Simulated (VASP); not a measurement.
Computed with LDA (Ceperley-Alder, Perdew-Zunger), VASP's LDA PAW potentials (set 64) (plane waves; VASP 6.6.1).

Input for VASP

**POSCAR**
```
Ca
1
    0.0000000000     2.6686412322     2.6686412322
    2.6686412322    -0.0000000000     2.6686412322
    2.6686412322     2.6686412322     0.0000000000
Ca
1
Direct
  0.0000000000   1.0000000000   0.0000000000
```

KPOINTS:
```
Automatic mesh
0
Gamma
13 13 13
0 0 0
```

**INCAR**
```
! general
SYSTEM = Ca
PREC   = Accurate
ENCUT  = 520   ! plane-wave cut-off (eV)
LREAL  = .FALSE.   ! projection in real space or not
LASPH  = .TRUE.

! electronic loop
EDIFF  = 1E-7   ! SCF stop (eV)
NELM   = 100
ALGO   = Normal   ! blocked Davidson

! smearing
ISMEAR = -5

! ions
ISIF   = 2   ! forces and stress, cell fixed

! output
LWAVE  = .FALSE.
LCHARG = .TRUE.
LORBIT = 11   ! lm-projected
NEDOS  = 601   ! DOS grid
```

POTCAR, in this order: Ca_sv (LDA.64 set). Program: vasp_std.

For a metal the tetrahedron method with Blöchl corrections gives inexact stress and forces.

Question: Estimate the energy per atom (σ→0), band gap (on the k-mesh).

Answer: 
```yaml
energy per atom (σ→0): -2.205 eV/atom
band gap (on the k-mesh): none (metal, semimetal or under 0.01 eV)
```

OSZICAR:
```
...
DAV:   7    -0.220540653500E+01    0.46410E-02   -0.21133E-02  1938   0.192E+00    0.106E-01
DAV:   8    -0.220455313966E+01    0.85340E-03   -0.25494E-03  1795   0.527E-01    0.197E-02
DAV:   9    -0.220453526906E+01    0.17871E-04   -0.88599E-05  2262   0.871E-02    0.340E-03
DAV:  10    -0.220454326409E+01   -0.79950E-05   -0.51783E-06  2092   0.219E-02    0.100E-03
DAV:  11    -0.220454360093E+01   -0.33684E-06   -0.14278E-07  1868   0.394E-03    0.785E-04
DAV:  12    -0.220454399314E+01   -0.39221E-06   -0.13471E-08  1014   0.136E-03    0.744E-05
DAV:  13    -0.220454409291E+01   -0.99771E-07   -0.46158E-09   976   0.487E-04
   1 F= -.22045441E+01 E0= -.22045441E+01  d E =0.000000E+00
```

The compound is Ca in the fcc structure. It was relaxed first, which changed the volume by -12 %.
